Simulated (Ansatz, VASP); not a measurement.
# Cross-check of NiO between VASP and Ansatz, part 2 of 2

Aim: how closely do two programs agree when they are given the same cell, functional and k mesh? The cell is taken from a series of runs on this material, whose earlier steps may have relaxed, scaled, displaced or heated it; both programs get it as it stands.

VASP 6.6.1 and Ansatz 0.2.0.

So far: The starting structure; Ansatz: relaxation of cell and atoms, PBE, DFT+U.

## (3) VASP: relaxation of cell and atoms, PBE, DFT+U

Level of this step: PBE, DFT+U (Ni d 6.2 eV), spin-polarised from an antiferromagnetic start; plane waves and PAW (Ni, O) (VASP).

The same cell, functional, mesh and smearing now go to VASP, with its own data sets.

Lines of VASP's logs that name or quote its potential files are left out, and so is its time.

Input file INCAR:

```
SYSTEM = NiO
PREC = Accurate
ENCUT = 600
EDIFF = 1E-07
NELM = 200
ISMEAR = 0
SIGMA = 0.01
LREAL = .FALSE.
ALGO = Normal
GGA = PE
NBANDS = 24
ISPIN = 2
MAGMOM = 1.69 -1.69 0 -0
LDAU = .TRUE.
LDAUTYPE = 2
LDAUL = 2 -1
LDAUU = 6.2 0
LDAUJ = 0 0
LDAUPRINT = 1
LASPH = .TRUE.
LMAXMIX = 4
LORBIT = 11
LWAVE = .FALSE.
LCHARG = .FALSE.
ISIF = 3
IBRION = 2
NSW = 80
EDIFFG = -0.005
GGA_COMPAT = .FALSE.
NELMIN = 4
KPAR = 2
```

Input file POSCAR:

```
NiO
1.0
    4.1771000000      2.0885500000      2.0885500000
    2.0885500000      4.1771000000      2.0885500000
    2.0885500000      2.0885500000      4.1771000000
Ni O
2 2
Direct
    0.0000000000      0.0000000000      0.0000000000
    0.5000000000      0.5000000000      0.5000000000
    0.2500000000      0.2500000000      0.2500000000
    0.7500000000      0.7500000000      0.7500000000
```

Input file KPOINTS:

```
Automatic mesh
0
Gamma
9 9 9
0 0 0
```

PAW data sets: Ni and O (PBE family, release 64).

On the command line:

```sh
> mpirun -np 2 vasp_std
```

Numbers of over 12 decimals in the logs are rounded to 6 here.

Output:

```text
[banner, memory and clock lines left out]
running    2 mpi-ranks, on    1 nodes
 distrk:  each k-point on    1 cores,    2 groups
 distr:  one band on    1 cores,    1 groups

 POSCAR found type information on POSCAR NiO
 POSCAR found :  2 types and       4 ions
 LDA part: xc-table for (Slater+PW92), standard interpolation
 POSCAR, INCAR and KPOINTS ok, starting setup
 FFT: planning ... GRIDC
 FFT: planning ... GRID_SOFT
 FFT: planning ... GRID
 WAVECAR not read
 entering main loop
       N       E                     dE             d eps       ncg     rms          rms(c)
DAV:   1     0.267414690951E+03    0.26741E+03   -0.16924E+04  8376   0.198E+03
DAV:   2     0.737226013775E+01   -0.26004E+03   -0.23508E+03  8736   0.385E+02
DAV:   3    -0.188051590417E+02   -0.26177E+02   -0.25322E+02  9376   0.140E+02
DAV:   4    -0.192653809397E+02   -0.46022E+00   -0.45968E+00  9160   0.187E+01
DAV:   5    -0.192751413160E+02   -0.97604E-02   -0.97602E-02  9888   0.264E+00    0.219E+01
DAV:   6    -0.187202472559E+02    0.55489E+00   -0.20296E+01 11792   0.109E+02    0.244E+01
DAV:   7    -0.201215645408E+02   -0.14013E+01   -0.47074E+00  9648   0.400E+01    0.128E+01
DAV:   8    -0.202995390003E+02   -0.17797E+00   -0.10617E+00 11112   0.225E+01    0.920E+00
DAV:   9    -0.204788568951E+02   -0.17932E+00   -0.21279E-01  9936   0.160E+01    0.172E+00
DAV:  10    -0.204781747966E+02    0.68210E-03   -0.97385E-02 12024   0.624E+00    0.466E-01
DAV:  11    -0.204820311032E+02   -0.38563E-02   -0.33257E-02  8232   0.166E+00    0.168E-01
DAV:  12    -0.204825687033E+02   -0.53760E-03   -0.53025E-04 12056   0.315E-01    0.105E-01
DAV:  13    -0.204827765800E+02   -0.20788E-03   -0.30311E-04  9968   0.590E-01    0.588E-02
DAV:  14    -0.204828344776E+02   -0.57898E-04   -0.10497E-04 11072   0.289E-01    0.241E-02
DAV:  15    -0.204828430433E+02   -0.85657E-05   -0.33229E-05  9960   0.748E-02    0.112E-02
DAV:  16    -0.204828463129E+02   -0.32696E-05   -0.39517E-06 12328   0.418E-02    0.538E-03
DAV:  17    -0.204828477014E+02   -0.13885E-05   -0.19309E-06 12440   0.331E-02    0.621E-03
DAV:  18    -0.204828478687E+02   -0.16728E-06   -0.66713E-07 11832   0.132E-02    0.322E-03
DAV:  19    -0.204828479155E+02   -0.46814E-07   -0.14556E-07  6736   0.956E-03
   1 F= -.20482848E+02 E0= -.20482848E+02  d E =-.204828E+02  mag=    -0.0000
 curvature:   0.00 expect dE= 0.000E+00 dE for cont linesearch  0.000E+00
 trial: gam= 0.00000 g(F)=  0.227E-57 g(S)=  0.444E-03 ort = 0.000E+00 (trialstep = 0.100E+01)
 search vector abs. value=  0.444E-03
 bond charge predicted
       N       E                     dE             d eps       ncg     rms          rms(c)
DAV:   1    -0.204867948954E+02   -0.39470E-02   -0.70388E-02  8176   0.422E+00    0.476E-01
DAV:   2    -0.204833236949E+02    0.34712E-02   -0.11491E-02  8920   0.224E+00    0.380E-01
DAV:   3    -0.204830987169E+02    0.22498E-03   -0.46071E-04  9256   0.251E-01    0.191E-01
DAV:   4    -0.204830129332E+02    0.85784E-04   -0.86510E-05  9184   0.117E-01    0.931E-02
DAV:   5    -0.204829723857E+02    0.40548E-04   -0.14199E-05 13968   0.958E-02    0.269E-02
DAV:   6    -0.204829711303E+02    0.12553E-05   -0.16828E-05  8512   0.816E-02    0.100E-02
DAV:   7    -0.204829717326E+02   -0.60226E-06   -0.23915E-06 10328   0.190E-02    0.456E-03
DAV:   8    -0.204829720950E+02   -0.36240E-06   -0.14337E-07  6368   0.124E-02    0.203E-03
DAV:   9    -0.204829723291E+02   -0.23410E-06   -0.23754E-07  6624   0.721E-03    0.849E-04
DAV:  10    -0.204829723464E+02   -0.17320E-07   -0.27095E-08  4360   0.222E-03
   2 F= -.20482972E+02 E0= -.20482972E+02  d E =-.124431E-03  mag=     0.0000
 trial-energy change:   -0.000124  1 .order   -0.000127   -0.000444    0.000189
 step:   0.6954(harm=  0.7007)  dis= 0.00000  next Energy=   -20.483001 (dE=-0.153E-03)
 bond charge predicted
       N       E                     dE             d eps       ncg     rms          rms(c)
DAV:   1    -0.204833545915E+02   -0.38226E-03   -0.65179E-03  8248   0.128E+00    0.145E-01
DAV:   2    -0.204830331668E+02    0.32142E-03   -0.10641E-03  8960   0.679E-01    0.115E-01
DAV:   3    -0.204830133472E+02    0.19820E-04   -0.42734E-05  9208   0.758E-02    0.579E-02
DAV:   4    -0.204830060767E+02    0.72705E-05   -0.77750E-06  9248   0.360E-02    0.281E-02
DAV:   5    -0.204830027881E+02    0.32886E-05   -0.13101E-06 13648   0.290E-02    0.801E-03
DAV:   6    -0.204830029026E+02   -0.11457E-06   -0.15674E-06  8496   0.248E-02    0.308E-03
DAV:   7    -0.204830028796E+02    0.23039E-07   -0.18564E-07  6072   0.570E-03
   3 F= -.20483003E+02 E0= -.20483003E+02  d E =-.154964E-03  mag=    -0.0000
 curvature:  -0.35 expect dE=-0.301E-05 dE for cont linesearch -0.196E-06
 trial: gam= 0.05491 g(F)=  0.497E-57 g(S)=  0.860E-05 ort =-0.158E-04 (trialstep = 0.939E+00)
 search vector abs. value=  0.821E-05
 reached required accuracy - stopping structural energy minimisation
```

OUTCAR, selected parts (step 3):

```text
ion  position               nearest neighbor table
   1  0.000  0.000  0.000-   4 2.09   4 2.09   4 2.09   3 2.09   3 2.09   3 2.09   2 2.95   2 2.95
                             2 2.95   2 2.95   2 2.95   2 2.95
   2  0.500  0.500  0.500-   3 2.09   3 2.09   3 2.09   4 2.09   4 2.09   4 2.09   1 2.95   1 2.95
                             1 2.95   1 2.95   1 2.95   1 2.95
   3  0.250  0.250  0.250-   1 2.09   1 2.09   1 2.09   2 2.09   2 2.09   2 2.09
   4  0.750  0.750  0.750-   2 2.09   2 2.09   2 2.09   1 2.09   1 2.09   1 2.09

  LATTYP: Found a trigonal (rhomboedric) cell.
 ALAT       =     5.1158818023
 COS(alpha) =     0.8333333333

 Subroutine GETGRP returns: Found 12 space group operations
 (whereof 12 operations were pure point group operations)

The static configuration has the point symmetry D_3d.

 Found     85 irreducible k-points:

   k-points           NKPTS =     85   k-points in BZ     NKDIM =     85   number of bands    NBANDS=     24

   dimension x,y,z NGX =    42 NGY =   42 NGZ =   42
   dimension x,y,z NGXF=    84 NGYF=   84 NGZF=   84

   ENCUT  =  600.0 eV  44.10 Ry    6.64 a.u.  10.22 10.22 10.22*2*pi/ulx,y,z

   NELECT =      32.0000    total number of electrons

 k-points in reciprocal lattice and weights: Automatic mesh
   0.00000000  0.00000000  0.00000000       0.001
   0.11111111 -0.00000000 -0.00000000       0.008
   0.22222222  0.00000000  0.00000000       0.008
   0.33333333  0.00000000  0.00000000       0.008
   0.44444444  0.00000000  0.00000000       0.008
   0.11111111  0.11111111  0.00000000       0.008
   0.22222222  0.11111111  0.00000000       0.016
   0.33333333  0.11111111  0.00000000       0.016
   0.44444444  0.11111111 -0.00000000       0.016
[...]
-0.33333333 -0.44444444  0.22222222       0.016
[...]
0.9837 -0.0000 -0.0000 -0.0000 -0.0000
 -0.0000  0.9837  0.0000 -0.0000 -0.0000
 -0.0000  0.0000  1.0311  0.0000 -0.0000
 -0.0000 -0.0000  0.0000  0.9837  0.0000
 -0.0000 -0.0000 -0.0000  0.0000  1.0311

 occupancies and eigenvectors

  o =  0.1552  v =  0.0000  0.0001 -0.0130 -0.0001 -0.9999  0.0000  0.0000  0.0000  0.0000  0.0000      0.0000  0.0000  0.0000  0.0000  0.0000  0.0000  0.0000  0.0000  0.0000  0.0000
  o =  0.1552  v = -0.0001  0.0001  0.9999  0.0001 -0.0130  0.0000  0.0000  0.0000  0.0000  0.0000      0.0000  0.0000  0.0000  0.0000  0.0000  0.0000  0.0000  0.0000  0.0000  0.0000
  o =  0.9818  v = -0.0144 -0.6998 -0.0000  0.7142 -0.0002  0.0000  0.0000  0.0000  0.0000  0.0000      0.0000  0.0000  0.0000  0.0000  0.0000  0.0000  0.0000  0.0000  0.0000  0.0000
  o =  0.9818  v = -0.8164  0.4206 -0.0002  0.3957  0.0000  0.0000  0.0000  0.0000  0.0000  0.0000      0.0000  0.0000  0.0000  0.0000  0.0000  0.0000  0.0000  0.0000  0.0000  0.0000
  o =  0.9818  v = -0.5774 -0.5774 -0.0000 -0.5774 -0.0000  0.0000  0.0000  0.0000  0.0000  0.0000      0.0000  0.0000  0.0000  0.0000  0.0000  0.0000  0.0000  0.0000  0.0000  0.0000
  o =  0.9837  v =  0.0000  0.0000  0.0000  0.0000  0.0000 -0.5774 -0.5774  0.0000 -0.5774  0.0000      0.0000  0.0000  0.0000  0.0000  0.0000  0.0000  0.0000  0.0000  0.0000  0.0000
  o =  0.9837  v =  0.0000  0.0000  0.0000  0.0000  0.0000 -0.8165  0.4082 -0.0011  0.4082 -0.0000      0.0000  0.0000  0.0000  0.0000  0.0000  0.0000  0.0000  0.0000  0.0000  0.0000
  o =  0.9837  v =  0.0000  0.0000  0.0000  0.0000  0.0000  0.0000 -0.7071  0.0000  0.7071 -0.0011      0.0000  0.0000  0.0000  0.0000  0.0000  0.0000  0.0000  0.0000  0.0000  0.0000
  o =  1.0311  v =  0.0000  0.0000  0.0000  0.0000  0.0000  0.0009 -0.0005 -1.0000 -0.0005 -0.0000      0.0000  0.0000  0.0000  0.0000  0.0000  0.0000  0.0000  0.0000  0.0000  0.0000
  o =  1.0311  v =  0.0000  0.0000  0.0000  0.0000  0.0000  0.0000 -0.0008 -0.0000  0.0008  1.0000      0.0000  0.0000  0.0000  0.0000  0.0000  0.0000  0.0000  0.0000  0.0000  0.0000

 average (electrostatic) potential at core
       1 -84.3952       2 -84.3952       3 -67.6292       4 -67.6292

 E-fermi :   6.3058

 spin component 1
 k-point     1 :       0.0000    0.0000    0.0000
  band No.  band energies     occupation
    ...
     12       5.4528      1.00000
     13       5.4528      1.00000
     14       5.4591      1.00000
     15       5.4926      1.00000
     16       5.4927      1.00000
     17       9.6466      0.00000
     18      10.5873      0.00000
     19      10.5879      0.00000
     20      13.5924      0.00000
     21      18.0922      0.00000
    ...

 k-point     2 :       0.1111   -0.0000   -0.0000
  band No.  band energies     occupation
    ...
     12       4.5686      1.00000
     13       5.1464      1.00000
     14       5.2536      1.00000
     15       5.6993      1.00000
     16       5.7740      1.00000
     17      10.2126      0.00000
     18      10.5712      0.00000
     19      10.6619      0.00000
     20      14.3279      0.00000
     21      17.9244      0.00000
    ...

 k-point     3 :       0.2222    0.0000    0.0000
  band No.  band energies     occupation
    ...
     12       4.1317      1.00000
     13       4.7784      1.00000
     14       4.8547      1.00000
     15       5.6093      1.00000
     16       5.7988      1.00000
     17      10.1507      0.00000
     18      10.5421      0.00000
     19      12.2835      0.00000
     20      15.7894      0.00000
     21      17.4934      0.00000
    ...

 k-point     4 :       0.3333    0.0000    0.0000
  band No.  band energies     occupation
    ...
     12       4.1014      1.00000
     13       4.4476      1.00000
     14       4.5243      1.00000
     15       5.3257      1.00000
     16       5.7637      1.00000
     17      10.3115      0.00000
     18      10.5260      0.00000
     19      13.9038      0.00000
     20      16.6352      0.00000
     21      17.1639      0.00000
    ...

 k-point     5 :       0.4444    0.0000    0.0000
  band No.  band energies     occupation
    ...
     12       4.0584      1.00000
     13       4.3564      1.00000
     14       4.5021      1.00000
     15       5.0770      1.00000
     16       5.6659      1.00000
     17      10.5091      0.00000
     18      10.5224      0.00000
     19      15.0754      0.00000
     20      15.9418      0.00000
     21      17.4065      0.00000
    ...

 k-point     6 :       0.1111    0.1111    0.0000
  band No.  band energies     occupation
    ...
     12       4.8037      1.00000
     13       4.9286      1.00000
     14       4.9564      1.00000
     15       5.8276      1.00000
     16       5.9234      1.00000
     17      10.4450      0.00000
     18      10.5132      0.00000
     19      10.5172      0.00000
     20      14.3169      0.00000
     21      17.9243      0.00000
    ...

  Total       -0.0068776     -0.0068776     -0.0068776     -0.0097560     -0.0097560     -0.0097560
  in kB       -0.3015561     -0.3015561     -0.3015561     -0.4277620     -0.4277620     -0.4277620
  external PRESSURE =      -0.3015561 kB  Pullay stress =       0.0000000 kB

  energy-cutoff  :      600.00
  volume of cell :       36.54
      direct lattice vectors                 reciprocal lattice vectors
     4.180341518  2.089613874  2.089613874     0.358742714 -0.119559663 -0.119559663
     2.089613874  4.180341518  2.089613874    -0.119559663  0.358742714 -0.119559663
     2.089613874  2.089613874  4.180341518    -0.119559663 -0.119559663  0.358742714

 POSITION                                       TOTAL-FORCE (eV/Angst)
 -----------------------------------------------------------------------------------
      0.00000      0.00000      0.00000        -0.000000      0.000000     -0.000000
      4.17978      4.17978      4.17978         0.000000      0.000000     -0.000000
      2.08989      2.08989      2.08989        -0.000000      0.000000      0.000000
      6.26968      6.26968      6.26968         0.000000     -0.000000     -0.000000
 -----------------------------------------------------------------------------------
    total drift:                                0.000000     -0.000000     -0.000000

  FREE ENERGIE OF THE ION-ELECTRON SYSTEM (eV)
  ---------------------------------------------------
  free  energy   TOTEN  =       -20.4830028796 eV

  energy  without entropy=      -20.4830028796  energy(sigma->0) =      -20.48300288

 reached required accuracy - stopping structural energy minimisation

 total charge
# of ion       s       p       d       tot
------------------------------------------
    1        0.341   0.420   8.241   9.002
    2        0.341   0.420   8.241   9.002
    3        1.546   3.474   0.000   5.020
    4        1.546   3.474   0.000   5.020
--------------------------------------------------
tot          3.774   7.788  16.482  28.045

 magnetization (x)
# of ion       s       p       d       tot
------------------------------------------
    1       -0.002  -0.005   1.755   1.748
    2        0.002   0.005  -1.755  -1.748
    3        0.000   0.000   0.000   0.000
    4        0.000   0.000   0.000   0.000
--------------------------------------------------
tot          0.000   0.000   0.000   0.000

[... 1 further part left out ...]
```

CONTCAR:

```
NiO
   1.00000000000000
     4.1803415178121224    2.0896138742616563    2.0896138742616563
     2.0896138742616563    4.1803415178121224    2.0896138742616563
     2.0896138742616563    2.0896138742616563    4.1803415178121224
  Ni              O
     2     2
Direct
     0.0000000000000000    0.0000000000000000    0.0000000000000000
     0.5000000000000000    0.5000000000000000    0.5000000000000000
     0.2500000000000000    0.2500000000000000    0.2500000000000000
     0.7500000000000000    0.7500000000000000    0.7500000000000000
```

The magnetic state follows from one typed start and may not be the lowest.

## (4) Side by side

Known differences besides the potentials themselves: VASP starts from the moments at which Ansatz ended; U acts on the PAW sphere in VASP and on atomic orbitals in Ansatz, so only states and trends compare; the data sets hold 48 valence electrons in Ansatz (on its default PAW (the set named soft_2) files) and 32 in VASP; the cutoff is 420 eV in Ansatz and 600 eV in VASP; Ansatz adds a Pulay correction to the stress that steers its cell, VASP none; site moments are counted in spheres of each program's own size. Total energies have different zeros and are not compared.

Both answers:

```csv
quantity,Ansatz,VASP,difference
volume (Å³),38.40,36.54,+5.10 %
"edge a after relaxation, in the typed setting (Å)",5.203,5.119,+1.63 %
moment on Ni1 (μB),1.69,1.75,-0.06
moment on Ni2 (μB),-1.69,-1.75,+0.06
```

## (5) Other set-ups

Further runs change the set-up of one program: Ansatz's method, potentials or start, or VASP's data sets, cutoff or form of LDA. The table gives Ansatz less VASP for each quantity, since a change that brings one quantity closer may part another. Site moments also change with the sphere that a data set brings.

```csv
run,volume (%),"edge a after relaxation, in the typed setting (%)",moment on Ni1 (μB),moment on Ni2 (μB)
as above,5.1,1.6,-0.063,0.063
VASP with the data sets Ni_sv_GW and O,2.0,0.61,-0.056,0.056
```

## (6) What came out

| Item | Value |
| --- | --- |
| difference in volume (relaxation of cell and atoms, PBE, DFT+U) | 5.1 % |

The difference in volume is 5.1 % (relaxation of cell and atoms, PBE, DFT+U). The data sets hold unlike numbers of valence electrons (48 in Ansatz and 32 in VASP), so part of the differences comes from the potentials. Relaxation of cell and atoms, PBE, DFT+U, VASP with the data sets Ni_sv_GW and O: the difference in volume goes from 5.1 to 2.0 %; the difference in edge a after relaxation, in the typed setting goes from 1.6 to 0.61 %. How closely two codes agree says nothing of how well the functional describes the real material.

[Lines on the potential files, build, host, timing and source positions are cut from VASP's logs without a mark.]

[Logs are printed without paths, hosts, clocks, repeated set-up lines and the standing remarks that a program may print on its own settings, such as how far it seeks lower states.]

[Hosts, paths, dates, database ids (printed as entryN), source tags and the programs' standing remarks are cut or masked in the printed files.]
